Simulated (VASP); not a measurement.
Method: r2SCAN meta-GGA, VASP's PBE PAW potentials (set 64) (plane waves; VASP).

VASP input:

**KPOINTS**
```
Automatic mesh
0
Gamma
7 7 7
0 0 0
```

**INCAR**
```
LWAVE = F
EDIFF = 1E-6
NSW = 60   # most ionic steps
NELM = 100   # most electronic steps
IBRION = 2   # conjugate gradients
LASPH = T   # aspherical one-centre terms
LMIXTAU = T
SYSTEM = NaCl
SIGMA = 0.05
LREAL = F   # projection in real space or not
ENCUT = 480   # plane-wave cut-off (eV)
PREC = Accurate
ALGO = Normal
ISIF = 3
METAGGA = R2SCAN
LCHARG = F
ISMEAR = 0
EDIFFG = -0.01   # ionic stop
```

File POSCAR:
```
NaCl
1
    0.0000000000     2.7947926763     2.7947926763
    2.7947926763    -0.0000000000     2.7947926763
    2.7947926763     2.7947926763     0.0000000000
Na Cl
1 1
Direct
  0.0000000000   0.0000000000   0.0000000000
  0.5000000000   0.5000000000   0.5000000000
```

POTCAR, in this order: Na_pv Cl (PBE.64 set). Program: vasp_std.

Output

### OSZICAR
```
       N       E                     dE             d eps       ncg     rms          rms(c)
DAV:   1     0.863004901021E+02    0.86300E+02   -0.73710E+03   443   0.126E+03
DAV:   2    -0.724650603806E+01   -0.93547E+02   -0.86253E+02   540   0.273E+02
DAV:   3    -0.157548918155E+02   -0.85084E+01   -0.84359E+01   533   0.817E+01
DAV:   4    -0.159541741703E+02   -0.19928E+00   -0.19907E+00   490   0.136E+01
DAV:   5    -0.159586606482E+02   -0.44865E-02   -0.44859E-02   597   0.196E+00    0.227E+00
DAV:   6    -0.137632138188E+02    0.21954E+01   -0.91214E-01   467   0.114E+01    0.277E+00
DAV:   7    -0.135781633390E+02    0.18505E+00   -0.23331E-01   452   0.707E+00    0.700E-01
DAV:   8    -0.139584957195E+02   -0.38033E+00   -0.29165E-01   443   0.579E+00    0.898E-01
DAV:   9    -0.137787384931E+02    0.17976E+00   -0.52707E-02   443   0.309E+00    0.651E-01
DAV:  10    -0.137969801224E+02   -0.18242E-01   -0.29713E-02   449   0.220E+00    0.260E-01
DAV:  11    -0.137825462381E+02    0.14434E-01   -0.10186E-02   440   0.135E+00    0.177E-01
DAV:  12    -0.137814391029E+02    0.11071E-02   -0.12335E-04   556   0.157E-01    0.151E-01
DAV:  13    -0.137906734072E+02   -0.92343E-02   -0.26114E-03   440   0.696E-01    0.776E-02
DAV:  14    -0.137906600649E+02    0.13342E-04   -0.73291E-05   524   0.844E-02    0.253E-02
DAV:  15    -0.137906851349E+02   -0.25070E-04   -0.76433E-06   464   0.406E-02    0.183E-02
DAV:  16    -0.137907118088E+02   -0.26674E-04   -0.11026E-05   455   0.438E-02    0.621E-03
DAV:  17    -0.137907066994E+02    0.51095E-05   -0.66405E-07   488   0.910E-03    0.245E-03
DAV:  18    -0.137907068110E+02   -0.11158E-06   -0.97009E-08   238   0.381E-03
   1 F= -.13790707E+02 E0= -.13790707E+02  d E =-.137907E+02
```

File OUTCAR:
```
------------------------ aborting loop because EDIFF is reached ----------------------------------------
  FORCE on cell =-STRESS in cart. coord.  units (eV):
  Direction    XX          YY          ZZ          XY          YZ          ZX
  --------------------------------------------------------------------------------------
  Total        0.0041051      0.0041051      0.0041051     -0.0000000     -0.0000000      0.0000000
  in kB        0.1506451      0.1506451      0.1506451     -0.0000000     -0.0000000      0.0000000
  external PRESSURE =       0.1506451 kB  Pullay stress =       0.0000000 kB
  volume of cell :       43.66
      direct lattice vectors                 reciprocal lattice vectors
     0.000000000  2.794792676  2.794792676    -0.178904147  0.178904147  0.178904147
     2.794792676  0.000000000  2.794792676     0.178904147 -0.178904147  0.178904147
     2.794792676  2.794792676  0.000000000     0.178904147  0.178904147 -0.178904147
  FREE ENERGIE OF THE ION-ELECTRON SYSTEM (eV)
  ---------------------------------------------------
  free  energy   TOTEN  =       -13.7907068110 eV

  energy  without entropy=      -13.7907068110  energy(sigma->0) =      -13.79070681

 reached required accuracy - stopping structural energy minimisation
```
(Selected blocks of OUTCAR.)

The compound is NaCl in the rock salt structure. It was relaxed first. The start is the result of an earlier pass.
